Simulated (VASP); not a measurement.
## H8SO6: single point with PBE+D3(BJ)

H8SO6:

```
O H S
1.0
     5.58918    0.00000    0.00000
     0.00000    5.58918    0.00000
     0.00000    0.00000    5.58918
O H S
6 8 1
Direct
  0.75403 0.99027 0.30421
  0.14585 0.08921 0.55160
  0.33042 0.61839 0.42765
  0.47914 0.30260 0.01840
  0.65004 0.84155 0.81636
  0.00968 0.57824 0.88398
  0.88775 0.03059 0.40076
  0.66017 0.93495 0.44545
  0.10588 0.12961 0.71247
  0.18951 0.91809 0.56447
  0.33602 0.52596 0.28580
  0.33839 0.49259 0.54826
  0.58431 0.19529 0.11889
  0.43693 0.20930 0.87863
  0.79076 0.68817 0.98501
```

The cell was built by a generator and needn't be a form met in nature.

```json
{
 "Program": "VASP 6.6.1",
 "Task": "single point",
 "Functional": "PBE",
 "Dispersion": "D3(BJ)",
 "Potentials or basis": "VASP PAW PBE potentials, release 64 (O, H, S)",
 "Cutoff": "520 eV",
 "k mesh": "1 × 1 × 1",
 "Occupations": "fermi-dirac, width 0.02 eV",
 "Spin": "no spin polarisation"
}
```

- Pressure: -0.3 GPa
- Largest force: 2.877 eV/Å
- Band gap on the k mesh: 3.31 eV, direct
- Dispersion energy per atom: -0.046 eV

Forces on the atoms (eV/Å):
```
O   -2.167 -0.115  0.274
O    0.430 -0.702 -0.264
O    0.126  0.633  1.427
O    0.488  0.037  0.871
O    0.955 -0.914  0.880
O   -0.896  0.684  0.398
H    2.611  1.084  0.534
H   -0.556 -0.362 -0.869
H   -0.495  0.523  0.977
H    0.216  0.029 -0.389
H   -0.018 -0.728 -1.779
H   -0.109  0.291  0.160
H   -0.481  0.328 -0.429
H    0.103 -0.306 -0.168
S   -0.204 -0.481 -1.622
```

Stress tensor (GPa, compression positive):
```
 0.23  2.40  0.27
 2.40 -1.28  2.80
 0.27  2.80  0.15
```

Levels at points of the mesh, in eV from the valence-band top:
```tsv
k point	band 22	band 23	band 24	band 25	band 26	band 27	band 28	band 29
(0.00, 0.00, 0.00)	-0.83	-0.61	-0.17	0.00	3.31	5.27	7.30	7.83
```

Wall time 13 s on 1 thread of Intel(R) Xeon(R) Platinum 8488C (Sapphire Rapids), with other jobs on the host, peak memory 0.25 GiB.

As with any semilocal functional, this PBE gap is likely too small.
